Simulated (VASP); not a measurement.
Si3Ge:

```xyz
4
Lattice="3.8700 0.0000 0.0000 -1.9350 3.3515 0.0000 0.0000 0.0000 6.3600" Properties=species:S:1:pos:R:3 pbc="T T T"
Si    1.9350    1.1172    5.9625
Si    0.0000    2.2343    2.7825
Si    1.9350    1.1172    3.5775
Ge    0.0000    2.2343    0.3975
```

The cell was built by a generator and needn't be a form met in nature.

```yaml
Program: VASP 6.6.1
Task: relaxation of cell and atoms
Functional: PBE
Potentials_or_basis: VASP PAW PBE potentials, release 64 (Si, Ge_d)
Cutoff: 520 eV
k_mesh: 6 × 6 × 3
Occupations: gaussian, width 0.15 eV
Spin: no spin polarisation
```

At the start: pressure 2.6 GPa; volume 20.62 Å³/atom.

Question: Where does the relaxation end?

Answer: Over 7 steps the energy falls by 6.7 meV/atom and the volume is 21.25 Å³/atom (+3.0 %); space group P3m1 (No. 156, to 0.05 Å).

Step by step:
| step | energy change (eV) | largest force (eV/Å) | pressure (GPa) | volume (Å³) |
| --- | --- | --- | --- | --- |
| 1 | 0.0000 | 0.4775 | 2.63 | 82.49 |
| 2 | -0.0144 | 0.1329 | -1.81 | 86.60 |
| 3 | -0.0230 | 0.2719 | 0.67 | 84.87 |
| 4 | -0.0219 | 0.2130 | -1.28 | 85.55 |
| 5 | -0.0228 | 0.2409 | -0.32 | 85.23 |
| 6 | -0.0227 | 0.2360 | -0.50 | 85.29 |
| 7 | -0.0269 | 0.0406 | -0.13 | 84.99 |

Final structure:
```
Si Ge
1.0
     3.90345    0.00000    0.00000
    -1.95173    3.38049    0.00000
     0.00000    0.00000    6.44051
Si Ge
3 1
Direct
  0.66667 0.33333 0.93294
  0.33333 0.66667 0.44149
  0.66667 0.33333 0.56282
  0.33333 0.66667 0.06275
```
